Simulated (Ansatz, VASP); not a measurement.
## H2CClF in two plane-wave programs

Aim: how closely do two programs agree when they are given the same cell, functional and k mesh? The cell is taken from a series of runs on this material, whose earlier steps may have relaxed, scaled, displaced or heated it; both programs get it as it stands.

Main program and level: Ansatz 0.2.0; plane waves, with VASP 6.6.1 beside it; single point at HSE06.

### 1. Set-up

It takes space group P2_1 (No. 4, monoclinic). Conventional cell: a = 4.920 Å, b = 4.065 Å, c = 6.755 Å, α = 90.00°, β = 107.86°, γ = 90.00°. Nearest to H lie 1 C at 1.09 Å. Nearest to C lie 2 H at 1.09 Å and 1 F at 1.38 Å and 1 Cl at 1.79 Å. Nearest to Cl lie 1 C at 1.79 Å. F has 1 C at 1.38 Å nearest. Farther neighbours and most contacts between anions are not listed.

### 2. VASP: single point, HSE06

A single point gives forces, pressure and levels at one fixed geometry, so differences don't come from the geometry; what else differs is listed under the comparison.

Lines of VASP's logs that name or quote its potential files are left out, and so is its time.

The run reads the wave functions of an earlier VASP run, which isn't shown here.

Input file INCAR:

```
SYSTEM = H2CClF
PREC = Accurate
ENCUT = 520
EDIFF = 1E-06
NELM = 100
ISMEAR = 0
SIGMA = 0.01
LREAL = .FALSE.
ALGO = Normal
LHFCALC = .TRUE.
AEXX = 0.25
GGA = PE
HFSCREEN = 0.208
LASPH = .TRUE.
NBANDS = 30
PRECFOCK = Fast
LORBIT = 11
LWAVE = .FALSE.
LCHARG = .FALSE.
KPAR = 4
NCORE = 2
ISIF = 2
```

Input file POSCAR:

```
H2CClF
1.0
    4.9201880000      0.0000000000      0.0000000000
    0.0000000000      4.0647460000      0.0000000000
   -2.0720324488      0.0000000000      6.4288463713
H C Cl F
4 2 2 2
Direct
    0.2906065697      0.3992000413      0.1611451841
    0.7093934303      0.8992000413      0.8388548159
    0.5771436384      0.1015226723      0.2681527580
    0.4228563616      0.6015226723      0.7318472420
    0.3486858550      0.1413563817      0.1946253876
    0.6513141450      0.6413563817      0.8053746124
    0.1662622629      0.9948166382      0.3685403124
    0.8337377371      0.4948166382      0.6314596876
    0.2605136246      0.9636042666      0.0117078867
    0.7394863754      0.4636042666      0.9882921133
```

Input file KPOINTS:

```
Automatic mesh
0
Gamma
4 4 2
0 0 0
```

Potentials, in the order of the species: H, C, Cl and F (PBE family, release 64).

Started as:

```
$ mpirun -np 8 vasp_std
```

Numbers of over 12 decimals in the logs are rounded to 6 here.

Log:

```text
[banner, memory and clock lines left out]
running    8 mpi-ranks, on    1 nodes
 distrk:  each k-point on    2 cores,    4 groups
 distr:  one band on    2 cores,    1 groups

 POSCAR found type information on POSCAR H C ClF
 POSCAR found :  4 types and      10 ions
 LDA part: xc-table for (Slater+PW92), standard interpolation
 found WAVECAR, reading the header
 POSCAR, INCAR and KPOINTS ok, starting setup
 FFT: planning ... GRIDC
 FFT: planning ... GRID_SOFT
 FFT: planning ... GRID
 reading WAVECAR
 the WAVECAR file was read successfully
 initial charge from wavefunction
 entering main loop
       N       E                     dE             d eps       ncg     rms          rms(c)
DAV:   1    -0.550008102160E+02   -0.55001E+02   -0.72762E-01  1342   0.779E+00    0.884E-01
DAV:   2    -0.550115797170E+02   -0.10770E-01   -0.11163E-01  1374   0.205E+00    0.965E-01
DAV:   3    -0.550067425291E+02    0.48372E-02   -0.10517E-02  1392   0.106E+00    0.603E-01
DAV:   4    -0.550069595231E+02   -0.21699E-03   -0.56534E-03  1266   0.498E-01    0.341E-01
DAV:   5    -0.550066844832E+02    0.27504E-03   -0.25289E-04  1370   0.130E-01    0.179E-01
DAV:   6    -0.550066123721E+02    0.72111E-04   -0.16869E-04  1308   0.922E-02    0.961E-02
DAV:   7    -0.550065940682E+02    0.18304E-04   -0.12235E-05  1294   0.276E-02    0.580E-02
DAV:   8    -0.550065862052E+02    0.78630E-05   -0.71322E-06  1386   0.243E-02    0.344E-02
DAV:   9    -0.550065844789E+02    0.17263E-05   -0.35425E-06  1260   0.137E-02    0.194E-02
DAV:  10    -0.550065839365E+02    0.54245E-06   -0.34149E-07   720   0.466E-03
   1 F= -.55006584E+02 E0= -.55006584E+02  d E =-.581668E-12
```

From OUTCAR (step 2):

```text
ion  position               nearest neighbor table
   1  0.291  0.399  0.161-   5 1.09
   2  0.709  0.899  0.839-   6 1.09
   3  0.577  0.102  0.268-   5 1.09
   4  0.423  0.602  0.732-   6 1.09
   5  0.349  0.141  0.195-   1 1.09   3 1.09   9 1.38   7 1.79
   6  0.651  0.641  0.805-   2 1.09   4 1.09  10 1.38   8 1.79
   7  0.166  0.995  0.369-   5 1.79
   8  0.834  0.495  0.631-   6 1.79
   9  0.261  0.964  0.012-   5 1.38
  10  0.739  0.464  0.988-   6 1.38

  LATTYP: Found a simple monoclinic cell.
 ALAT       =     4.9201880000
 B/A-ratio  =     0.8261363184
 C/A-ratio  =     1.3728151100
 COS(beta)  =    -0.3067628785

 Subroutine GETGRP returns: Found  2 space group operations
 (whereof  1 operations were pure point group operations)

The static configuration has the point symmetry C_1 .
 The point group associated with its full space group is C_2 .

 Found     18 irreducible k-points:

   k-points           NKPTS =     18   k-points in BZ     NKDIM =     32   number of bands    NBANDS=     30

   dimension x,y,z NGX =    40 NGY =   30 NGZ =   50
   dimension x,y,z NGXF=    80 NGYF=   60 NGZF=  100

   ENCUT  =  520.0 eV  38.22 Ry    6.18 a.u.   9.15  7.56 12.56*2*pi/ulx,y,z

   NELECT =      40.0000    total number of electrons

 k-points in reciprocal lattice and weights: Automatic mesh
   0.00000000  0.00000000  0.00000000       0.031
   0.25000000  0.00000000 -0.00000000       0.062
   0.50000000  0.00000000 -0.00000000       0.031
   0.00000000  0.25000000  0.00000000       0.062
   0.25000000  0.25000000 -0.00000000       0.125
   0.50000000  0.25000000 -0.00000000       0.062
   0.00000000  0.50000000  0.00000000       0.031
   0.25000000  0.50000000 -0.00000000       0.062
   0.50000000  0.50000000 -0.00000000       0.031
[...]
0.25000000  0.50000000  0.50000000       0.062
   0.50000000  0.50000000  0.50000000       0.031

  exchange ACFDT corr.  =         0.00000000  see jH, gK, PRB 81, 115126

 average (electrostatic) potential at core
       1 -33.2200       2 -33.2200       3 -33.2339       4 -33.2339       5 -52.6132
       6 -52.6132       7 -91.7498       8 -91.7498       9 -73.3265      10 -73.3265

 E-fermi :  -2.6278

 k-point     1 :       0.0000    0.0000    0.0000
  band No.  band energies     occupation
    ...
     16      -4.8958      2.00000
     17      -3.5669      2.00000
     18      -3.4904      2.00000
     19      -3.4788      2.00000
     20      -2.9634      2.00000
     21       5.4435      0.00000
     22       5.7202      0.00000
     23       6.1207      0.00000
     24       7.3733      0.00000
     25       7.6123      0.00000
    ...

 k-point     2 :       0.2500    0.0000   -0.0000
  band No.  band energies     occupation
    ...
     16      -4.8010      2.00000
     17      -3.4707      2.00000
     18      -3.3839      2.00000
     19      -3.1418      2.00000
     20      -2.9131      2.00000
     21       5.2208      0.00000
     22       5.6144      0.00000
     23       6.4379      0.00000
     24       7.1130      0.00000
     25       7.6284      0.00000
    ...

 k-point     3 :       0.5000    0.0000   -0.0000
  band No.  band energies     occupation
    ...
     16      -4.7351      2.00000
     17      -3.4351      2.00000
     18      -3.2804      2.00000
     19      -2.9015      2.00000
     20      -2.7143      2.00000
     21       5.1100      0.00000
     22       5.8385      0.00000
     23       6.0270      0.00000
     24       7.1580      0.00000
     25       7.9843      0.00000
    ...

  Total       -0.3909599      0.0933668     -0.6438850      0.0000000      0.0000000      0.6143434
  in kB       -4.8718577      1.1634694     -8.0236269      0.0000000      0.0000000      7.6555010
  external PRESSURE =      -3.9106717 kB  Pullay stress =       0.0000000 kB

  energy-cutoff  :      520.00
  volume of cell :      128.57
      direct lattice vectors                 reciprocal lattice vectors
     4.920188000  0.000000000  0.000000000     0.203244266  0.000000000  0.065506110
     0.000000000  4.064746000  0.000000000     0.000000000  0.246017832  0.000000000
    -2.072032449  0.000000000  6.428846371     0.000000000  0.000000000  0.155548903

 POSITION                                       TOTAL-FORCE (eV/Angst)
 -----------------------------------------------------------------------------------
      1.09594      1.62265      1.03598         0.050125     -0.263203      0.035829
      1.75221      3.65502      5.39287        -0.050125     -0.263203     -0.035829
      2.28403      0.41266      1.72391        -0.240146      0.032478     -0.134328
      0.56412      2.44504      4.70493         0.240146      0.032478      0.134328
      1.31233      0.57458      1.25122        -0.172832     -0.079223      0.137118
      1.53583      2.60695      5.17763         0.172832     -0.079223     -0.137118
      0.05441      4.04368      2.36929         0.387995      0.156797     -0.369600
      2.79374      2.01130      4.05956        -0.387995      0.156797      0.369600
      1.25752      3.91681      0.07527        -0.013455      0.153151      0.314180
      1.59064      1.88443      6.35358         0.013455      0.153151     -0.314180
 -----------------------------------------------------------------------------------
    total drift:                                0.000002     -0.000718      0.000001

  FREE ENERGIE OF THE ION-ELECTRON SYSTEM (eV)
  ---------------------------------------------------
  free  energy   TOTEN  =       -55.0065839365 eV

  energy  without entropy=      -55.0065839365  energy(sigma->0) =      -55.00658394

 total charge
# of ion       s       p       d       tot
------------------------------------------
    1        0.650   0.050   0.000   0.700
    2        0.650   0.050   0.000   0.700
    3        0.650   0.050   0.000   0.700
    4        0.650   0.050   0.000   0.700
    5        0.841   1.605   0.000   2.446
    6        0.841   1.605   0.000   2.446
    7        1.599   3.538   0.000   5.136
    8        1.599   3.538   0.000   5.136
    9        1.755   4.397   0.000   6.152
   10        1.755   4.397   0.000   6.152
--------------------------------------------------
tot         10.988  19.278   0.000  30.267

[... 3 further parts left out ...]
```

The run ends at a pressure of -0.39 GPa, with forces up to 0.56 eV/Å.

(Continued in part 2 of 2.)

[Lines on the potential files, build, host, timing and source positions are cut from VASP's logs without a mark.]

[Logs are printed without paths, hosts, clocks, repeated set-up lines and the standing remarks that a program may print on its own settings, such as how far it seeks lower states.]

[Hosts, paths, dates, database ids (printed as entryN), source tags and the programs' standing remarks are cut or masked in the printed files.]
